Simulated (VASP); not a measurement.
CaO:

```xyz
2
Lattice="0.0000 2.4190 2.4190 2.4190 0.0000 2.4190 2.4190 2.4190 0.0000" Properties=species:S:1:pos:R:3 pbc="T T T"
Ca    0.0000    0.0000    0.0000
O     2.4190    2.4190    2.4190
```

The cell was built by a generator and needn't be a form met in nature.

Program: VASP 6.6.1. Alike in all runs: potentials or basis VASP PAW PBE potentials, release 64 (Ca_sv, O); no spin polarisation; cell as given; cutoff (eV) 520; smearing gaussian 0.02 eV. Hardware: 4 MPI ranks on Intel(R) Xeon(R) Platinum 8259CL CPU @ 2.50GHz (Skylake/Cascade Lake), with other jobs on the host.

Task: Order these runs on this cell by their wall time, lowest first.
A. task electrostatic potential; level HSE06; k mesh 8 × 8 × 8; grid for exact exchange (PRECFOCK) Fast; screening parameter 0.2 1/A
B. task band structure; level HSE06; k mesh 8 × 8 × 8; grid for exact exchange (PRECFOCK) Fast; screening parameter 0.2 1/A
C. task electrostatic potential; level r2SCAN; k mesh 10 × 10 × 10
D. task electrostatic potential; level PBE0; k mesh 6 × 6 × 6; grid for exact exchange (PRECFOCK) Fast; exchange at q = 0 default

Result: C (46 s), D (190 s), A (800 s), B (3500 s).

Runs at the PBE level aren't shown here.
